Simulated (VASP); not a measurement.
Given:

```yaml
crystal:
  lattice:
    - [0.00000, 2.48585, 2.48585]
    - [2.48585, 0.00000, 2.48585]
    - [2.48585, 2.48585, 0.00000]
  atoms:
    - { symbol: Be, position: [0.00000, 0.00000, 0.00000] }
    - { symbol: Te, position: [0.25000, 0.25000, 0.25000] }
```

Computed with PBEsol GGA, VASP's PBE PAW potentials (set 64) (plane waves; VASP). Run with 500 eV cut-off, 9×9×9 Γ-centred mesh, Gaussian smearing of 0.050 eV, potentials Be Te.

Predict the energy per atom (σ→0), pressure.

The energy per atom (σ→0) is -3.409 eV/atom and the pressure is 449.0 kbar.

Only differences to runs with the same potentials and settings are physical.

The compound is BeTe in the zinc blende structure. It was relaxed first under an external pressure of 45 GPa.
